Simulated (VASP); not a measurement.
# Relaxed cell of AlNi3: a test of cutoff and mesh, part 2 of 2

Aim: test the relaxed volume of AlNi3 against cutoff and mesh. The starting structure is a cell with measured lattice constants from the literature and the atomic positions of a computed structure of the Materials Project. The first relaxation on each setting starts from this cell expanded by 3 % in volume.

VASP 6.6.1.

Results so far: reference 10.89 Å³ an atom; a cutoff of 270 eV 10.76 Å³ an atom.

## Step 4: Relaxation with a 6×6×6 mesh

Level of this step: PBEsol, spin-polarised from a ferromagnetic start; plane waves and PAW (Ni, Al) (VASP).

Against step 2 the input has a 6×6×6 mesh. This run starts from the cell of an earlier relaxation, which isn't shown; the restart sets up the plane waves anew.

Input file INCAR:

```
SYSTEM = AlNi3
PREC = Accurate
ENCUT = 450
EDIFF = 1E-06
NELM = 100
ISMEAR = 1
SIGMA = 0.15
LREAL = .FALSE.
ALGO = Normal
GGA = PS
NBANDS = 26
ISPIN = 2
MAGMOM = 1 1 1 0
LASPH = .TRUE.
LMAXMIX = 4
LORBIT = 11
LWAVE = .FALSE.
LCHARG = .FALSE.
KPAR = 8
IBRION = 2
NSW = 50
ISIF = 3
EDIFFG = -0.006
```

Input file POSCAR:

```
AlNi3
1.0
    3.5187194669      0.0000000000      0.0000000000
    0.0000000000      3.5187194669      0.0000000000
    0.0000000000      0.0000000000      3.5187194669
Ni Al
3 1
Direct
    0.5000000000      0.5000000000      0.0000000000
    0.5000000000      0.0000000000      0.5000000000
    0.0000000000      0.5000000000      0.5000000000
    0.0000000000      0.0000000000      0.0000000000
```

Input file KPOINTS:

```
Automatic mesh
0
Gamma
6 6 6
0 0 0
```

PAW data sets: Ni and Al (PBE family, release 64).

Run with:

```sh
> mpirun -np 8 vasp_std
```

The program printed:

```text
[... set-up lines as in an earlier step ...]
 entering main loop
       N       E                     dE             d eps       ncg     rms          rms(c)
DAV:   1     0.178428038026E+03    0.17843E+03   -0.12974E+04  2120   0.148E+03
DAV:   2    -0.190162939157E+02   -0.19744E+03   -0.18370E+03  2080   0.290E+02
DAV:   3    -0.287852920575E+02   -0.97690E+01   -0.93250E+01  2414   0.853E+01
DAV:   4    -0.289454795016E+02   -0.16019E+00   -0.15999E+00  2506   0.102E+01
[...]
DAV:  12    -0.242921770052E+02    0.36594E-04   -0.23512E-05  2940   0.709E-02    0.461E-02
DAV:  13    -0.242921732350E+02    0.37702E-05   -0.52913E-06  2494   0.280E-02    0.144E-02
DAV:  14    -0.242921727994E+02    0.43565E-06   -0.92960E-07  1540   0.151E-02
   1 F= -.24292173E+02 E0= -.24292503E+02  d E =-.242922E+02  mag=     0.7337
[...]
N       E                     dE             d eps       ncg     rms          rms(c)
DAV:   1    -0.242935853039E+02   -0.14121E-02   -0.10455E-02  2148   0.156E+00    0.344E-01
[...]
DAV:   3    -0.242921737215E+02    0.16257E-02   -0.35727E-03  2400   0.109E+00    0.480E-02
DAV:   4    -0.242921416175E+02    0.32104E-04   -0.57108E-05  2204   0.564E-02    0.223E-02
DAV:   5    -0.242921401029E+02    0.15146E-05   -0.22540E-06  1988   0.193E-02    0.519E-03
DAV:   6    -0.242921403263E+02   -0.22346E-06   -0.55880E-07  1106   0.731E-03
   2 F= -.24292140E+02 E0= -.24292477E+02  d E =0.324730E-04  mag=     0.7344
 trial-energy change:    0.000032  1 .order    0.000014   -0.000057    0.000086
 step:   0.2552(harm=  0.4005)  dis= 0.00000  next Energy=   -24.292180 (dE=-0.701E-05)
[...]
N       E                     dE             d eps       ncg     rms          rms(c)
DAV:   1    -0.242929692283E+02   -0.82913E-03   -0.57262E-03  2144   0.116E+00    0.254E-01
DAV:   2    -0.242930725543E+02   -0.10333E-03   -0.62370E-03  2400   0.141E+00    0.239E-01
DAV:   3    -0.242921944697E+02    0.87808E-03   -0.20125E-03  2400   0.805E-01    0.360E-02
DAV:   4    -0.242921763677E+02    0.18102E-04   -0.28686E-05  2178   0.433E-02    0.146E-02
DAV:   5    -0.242921757381E+02    0.62957E-06   -0.10861E-06  1680   0.127E-02
   3 F= -.24292176E+02 E0= -.24292512E+02  d E =-.293875E-05  mag=     0.7340
[...]
reached required accuracy - stopping structural energy minimisation
```

It took 14 s on 8 MPI ranks of Intel Xeon Platinum 8488C (Sapphire Rapids), shared host; peak memory 1.4 GiB; 1.7 min of CPU time.

Parts of OUTCAR (step 4):

```text
  Total       -0.0229478     -0.0229478     -0.0229478     -0.0000000      0.0000000     -0.0000000
  in kB       -0.8436046     -0.8436046     -0.8436046     -0.0000000      0.0000000     -0.0000000
  external PRESSURE =      -0.8436046 kB  Pullay stress =       0.0000000 kB

 POSITION                                       TOTAL-FORCE (eV/Angst)
 -----------------------------------------------------------------------------------
      1.75958      1.75958      0.00000        -0.000000     -0.000000      0.000000
      1.75958     -0.00000      1.75958        -0.000000      0.000000      0.000000
     -0.00000      1.75958      1.75958         0.000000      0.000000      0.000000
      0.00000      0.00000      0.00000        -0.000000     -0.000000      0.000000
 -----------------------------------------------------------------------------------
    total drift:                                0.000000     -0.000000     -0.000000

  FREE ENERGIE OF THE ION-ELECTRON SYSTEM (eV)
  ---------------------------------------------------
  free  energy   TOTEN  =       -24.2921757381 eV

  energy  without entropy=      -24.2931833863  energy(sigma->0) =      -24.29251162

 magnetization (x)
# of ion       s       p       d       tot
------------------------------------------
    1       -0.003  -0.008   0.269   0.258
    2       -0.003  -0.008   0.269   0.258
    3       -0.003  -0.008   0.269   0.258
    4       -0.000  -0.009   0.000  -0.009
--------------------------------------------------
tot         -0.008  -0.034   0.808   0.766

[... 1 part as in an earlier step ...]

[... 3 further parts left out ...]
[key lines of the parts left out:]
E-fermi :   9.8015
```

With a 6×6×6 mesh the cell ends at 10.896 Å³ an atom, +0.03 % from the reference; the bulk modulus is 203.2 GPa against 205.5 GPa.

## Step 5: Relaxation with a cutoff of 600 eV

Against step 2 the input has ENCUT = 600. This run starts from the cell of an earlier relaxation, which isn't shown; the restart sets up the plane waves anew.

Edit INCAR of step 4 so:

```diff
@@ -2,3 +2,3 @@
 PREC = Accurate
-ENCUT = 450
+ENCUT = 600
 EDIFF = 1E-06
```

Input file POSCAR:

```
AlNi3
1.0
    3.5176117491      0.0000000000      0.0000000000
    0.0000000000      3.5176117491      0.0000000000
    0.0000000000      0.0000000000      3.5176117491
Ni Al
3 1
Direct
    0.5000000000      0.5000000000      0.0000000000
    0.5000000000      0.0000000000      0.5000000000
    0.0000000000      0.5000000000      0.5000000000
    0.0000000000      0.0000000000      0.0000000000
```

Input file KPOINTS:

```
Automatic mesh
0
Gamma
10 10 10
0 0 0
```

Run with:

```sh
> mpirun -np 8 vasp_std
```

The program printed:

```text
[... set-up lines as in an earlier step ...]
 entering main loop
       N       E                     dE             d eps       ncg     rms          rms(c)
DAV:   1     0.203269901916E+03    0.20327E+03   -0.15844E+04  5936   0.185E+03
DAV:   2    -0.169056945737E+02   -0.22018E+03   -0.20537E+03  5826   0.326E+02
DAV:   3    -0.287476990782E+02   -0.11842E+02   -0.11225E+02  6490   0.984E+01
DAV:   4    -0.289488469626E+02   -0.20115E+00   -0.20083E+00  6906   0.118E+01
[...]
DAV:  12    -0.242898748926E+02    0.14051E-04   -0.10611E-04  6862   0.124E-01    0.430E-02
DAV:  13    -0.242898726944E+02    0.21982E-05   -0.10851E-05  7036   0.492E-02    0.233E-02
DAV:  14    -0.242898733497E+02   -0.65525E-06   -0.26602E-06  5574   0.217E-02
   1 F= -.24289873E+02 E0= -.24290214E+02  d E =-.242899E+02  mag=     0.7206
[...]
N       E                     dE             d eps       ncg     rms          rms(c)
DAV:   1    -0.243015928426E+02   -0.11720E-01   -0.85339E-02  6060   0.449E+00    0.997E-01
[...]
DAV:   4    -0.242897217752E+02    0.24900E-03   -0.51808E-04  6228   0.172E-01    0.603E-02
DAV:   5    -0.242897114405E+02    0.10335E-04   -0.20415E-05  8152   0.479E-02    0.162E-02
DAV:   6    -0.242897122897E+02   -0.84920E-06   -0.27782E-06  5820   0.201E-02
   2 F= -.24289712E+02 E0= -.24290070E+02  d E =0.161060E-03  mag=     0.7231
 trial-energy change:    0.000161  1 .order    0.000054   -0.000466    0.000574
 step:   0.3148(harm=  0.4480)  dis= 0.00000  next Energy=   -24.289943 (dE=-0.700E-04)
[...]
N       E                     dE             d eps       ncg     rms          rms(c)
DAV:   1    -0.242954553012E+02   -0.57439E-02   -0.40021E-02  6060   0.307E+00    0.674E-01
DAV:   2    -0.242963519949E+02   -0.89669E-03   -0.44788E-02  6754   0.378E+00    0.649E-01
DAV:   3    -0.242900554484E+02    0.62965E-02   -0.14457E-02  6792   0.217E+00    0.936E-02
DAV:   4    -0.242899297454E+02    0.12570E-03   -0.20991E-04  6104   0.116E-01    0.367E-02
DAV:   5    -0.242899235849E+02    0.61606E-05   -0.93716E-06  7790   0.365E-02    0.107E-02
DAV:   6    -0.242899231278E+02    0.45710E-06   -0.12622E-06  4692   0.116E-02
   3 F= -.24289923E+02 E0= -.24290271E+02  d E =-.497781E-04  mag=     0.7219
[...]
reached required accuracy - stopping structural energy minimisation
```

Elapsed: 31 s, on 8 MPI ranks; peak memory 2.1 GiB; 3.9 min of CPU time.

From OUTCAR (step 5):

```text
  Total        0.0072540      0.0072540      0.0072540     -0.0000000      0.0000000     -0.0000000
  in kB        0.2666746      0.2666746      0.2666746     -0.0000000      0.0000000     -0.0000000
  external PRESSURE =       0.2666746 kB  Pullay stress =       0.0000000 kB

 POSITION                                       TOTAL-FORCE (eV/Angst)
 -----------------------------------------------------------------------------------
      1.75956      1.75956     -0.00000        -0.000000     -0.000000      0.000000
      1.75956      0.00000      1.75956         0.000000      0.000000      0.000000
      0.00000      1.75956      1.75956        -0.000000      0.000000      0.000000
      0.00000      0.00000      0.00000         0.000000     -0.000000      0.000000
 -----------------------------------------------------------------------------------
    total drift:                                0.000000      0.000000      0.000000

  FREE ENERGIE OF THE ION-ELECTRON SYSTEM (eV)
  ---------------------------------------------------
  free  energy   TOTEN  =       -24.2899231278 eV

  energy  without entropy=      -24.2909680295  energy(sigma->0) =      -24.29027143

 magnetization (x)
# of ion       s       p       d       tot
------------------------------------------
    1       -0.003  -0.009   0.266   0.255
    2       -0.003  -0.009   0.266   0.255
    3       -0.003  -0.009   0.266   0.255
    4       -0.001  -0.008   0.000  -0.008
--------------------------------------------------
tot         -0.009  -0.034   0.798   0.755

[... 2 parts as in an earlier step ...]

[... 2 further parts left out ...]
[key lines of the parts left out:]
E-fermi :   9.8095
```

With a cutoff of 600 eV the cell ends at 10.895 Å³ an atom, +0.03 % from the reference; the bulk modulus is 205.6 GPa against 205.5 GPa.

## Step 6: Relaxation with a 14×14×14 mesh

Against step 2 the input has a 14×14×14 mesh. This run starts from the cell of an earlier relaxation, which isn't shown; the restart sets up the plane waves anew.

Edit INCAR of step 5 so:

```diff
@@ -2,3 +2,3 @@
 PREC = Accurate
-ENCUT = 600
+ENCUT = 450
 EDIFF = 1E-06
```

Input file POSCAR:

```
AlNi3
1.0
    3.5181658252      0.0000000000      0.0000000000
    0.0000000000      3.5181658252      0.0000000000
    0.0000000000      0.0000000000      3.5181658252
Ni Al
3 1
Direct
    0.5000000000      0.5000000000      0.0000000000
    0.5000000000      0.0000000000      0.5000000000
    0.0000000000      0.5000000000      0.5000000000
    0.0000000000      0.0000000000      0.0000000000
```

Input file KPOINTS:

```
Automatic mesh
0
Gamma
14 14 14
0 0 0
```

Run with:

```sh
> mpirun -np 8 vasp_std
```

The program printed:

```text
[... set-up lines as in an earlier step ...]
 entering main loop
       N       E                     dE             d eps       ncg     rms          rms(c)
DAV:   1     0.178981165810E+03    0.17898E+03   -0.12998E+04 12688   0.149E+03
DAV:   2    -0.190718340927E+02   -0.19805E+03   -0.18468E+03 12498   0.291E+02
DAV:   3    -0.287888730053E+02   -0.97170E+01   -0.92583E+01 13956   0.853E+01
DAV:   4    -0.289487214835E+02   -0.15985E+00   -0.15966E+00 14966   0.102E+01
[...]
DAV:  11    -0.242913034029E+02   -0.10160E-03   -0.54003E-04 16022   0.339E-01    0.729E-02
DAV:  12    -0.242912887140E+02    0.14689E-04   -0.73087E-05 15470   0.995E-02    0.465E-02
DAV:  13    -0.242912885496E+02    0.16434E-06   -0.95293E-06 14280   0.449E-02
   1 F= -.24291289E+02 E0= -.24291719E+02  d E =-.242913E+02  mag=     0.7097
[...]
N       E                     dE             d eps       ncg     rms          rms(c)
DAV:   1    -0.242950890577E+02   -0.38003E-02   -0.27648E-02 13006   0.254E+00    0.567E-01
[...]
DAV:   4    -0.242912064236E+02    0.89777E-04   -0.15230E-04 13402   0.956E-02    0.309E-02
DAV:   5    -0.242912044182E+02    0.20054E-05   -0.62788E-06 16036   0.231E-02    0.780E-03
DAV:   6    -0.242912048318E+02   -0.41352E-06   -0.59272E-07  7506   0.886E-03
   2 F= -.24291205E+02 E0= -.24291646E+02  d E =0.837179E-04  mag=     0.7114
 trial-energy change:    0.000084  1 .order    0.000039   -0.000152    0.000230
 step:   0.2622(harm=  0.3973)  dis= 0.00000  next Energy=   -24.291308 (dE=-0.191E-04)
[...]
N       E                     dE             d eps       ncg     rms          rms(c)
DAV:   1    -0.242933892602E+02   -0.21848E-02   -0.14993E-02 12978   0.187E+00    0.417E-01
DAV:   2    -0.242937764984E+02   -0.38724E-03   -0.16965E-02 14516   0.232E+00    0.405E-01
DAV:   3    -0.242913442858E+02    0.24322E-02   -0.54848E-03 14516   0.133E+00    0.565E-02
DAV:   4    -0.242912989811E+02    0.45305E-04   -0.81487E-05 13086   0.648E-02    0.229E-02
DAV:   5    -0.242912965978E+02    0.23833E-05   -0.30892E-06 14222   0.201E-02    0.657E-03
DAV:   6    -0.242912962670E+02    0.33073E-06   -0.58760E-07  6802   0.833E-03
   3 F= -.24291296E+02 E0= -.24291731E+02  d E =-.771741E-05  mag=     0.7105
[...]
reached required accuracy - stopping structural energy minimisation
```

The job ended after 24 s (8 MPI ranks; peak memory 2.2 GiB; 3 min of CPU time).

From OUTCAR (step 6):

```text
  Total        0.0042541      0.0042541      0.0042541      0.0000000      0.0000000      0.0000000
  in kB        0.1564225      0.1564225      0.1564225      0.0000000      0.0000000      0.0000000
  external PRESSURE =       0.1564225 kB  Pullay stress =       0.0000000 kB

 POSITION                                       TOTAL-FORCE (eV/Angst)
 -----------------------------------------------------------------------------------
      1.75944      1.75944      0.00000        -0.000000      0.000000      0.000000
      1.75944      0.00000      1.75944        -0.000000     -0.000000      0.000000
     -0.00000      1.75944      1.75944         0.000000     -0.000000      0.000000
      0.00000      0.00000      0.00000        -0.000000      0.000000      0.000000
 -----------------------------------------------------------------------------------
    total drift:                                0.000000     -0.000000     -0.000000

  FREE ENERGIE OF THE ION-ELECTRON SYSTEM (eV)
  ---------------------------------------------------
  free  energy   TOTEN  =       -24.2912962670 eV

  energy  without entropy=      -24.2926000771  energy(sigma->0) =      -24.29173087

 magnetization (x)
# of ion       s       p       d       tot
------------------------------------------
    1       -0.003  -0.009   0.262   0.251
    2       -0.003  -0.009   0.262   0.251
    3       -0.003  -0.009   0.262   0.251
    4       -0.001  -0.008   0.000  -0.008
--------------------------------------------------
tot         -0.009  -0.034   0.787   0.743

[... 1 part as in an earlier step ...]

[... 3 further parts left out ...]
[key lines of the parts left out:]
E-fermi :   9.8176
```

With a 14×14×14 mesh the cell ends at 10.893 Å³ an atom, +0.00 % from the reference; the bulk modulus is 205.8 GPa against 205.5 GPa.

## Step 7: All runs side by side

```csv
run,volume (Å³/atom),change (%),bulk modulus (GPa),pressure left (GPa),core minutes
reference,10.893,-,205.5,0.01,19.7
a cutoff of 270 eV,10.756,-1.25,211.9,0.04,8.48
a 6×6×6 mesh,10.896,0.03,203.2,-0.08,6.59
a cutoff of 600 eV,10.895,0.03,205.6,0.03,19.1
a 14×14×14 mesh,10.893,0.0,205.8,0.02,10.3
```

Core minutes are wall time times ranks, summed over the relaxations behind a row (those for a bulk modulus apart), on shared hosts.

## Step 8: Outcome

* volume of the reference: 10.89 Å³/atom
* volume against the reference, a cutoff of 270 eV: -1.25 %
* volume against the reference, a 6×6×6 mesh: +0.03 %
* volume against the reference, a cutoff of 600 eV: +0.03 %
* volume against the reference, a 14×14×14 mesh: +0.00 %

**Reading.** The volume moves most with a cutoff of 270 eV: -1.25 % against the reference (450 eV, 10×10×10 mesh). On finer settings it changes by +0.03 % with a cutoff of 600 eV and +0.00 % with a 14×14×14 mesh. The relaxations stop with up to 0.08 GPa left, which at the bulk modulus found here is 0.04 % of the volume. That understates it: a restart alone still moved the volume by up to 0.7 %. A cell that shrinks at the lower cutoff is the usual mark of Pulay stress, the error that a plane-wave basis makes when it is kept while the volume changes. The bulk modulus is more sensitive: it changes by +3.1 % with a cutoff of 270 eV. Further runs on this material are not shown.

[Lines on the potential files, build, host, timing and source positions are cut from VASP's logs without a mark.]

[Logs are printed without paths, hosts, clocks, repeated set-up lines and the standing remarks that a program may print on its own settings, such as how far it seeks lower states.]

[Hosts, paths, dates, database ids (printed as entryN), source tags and the programs' standing remarks are cut or masked in the printed files.]
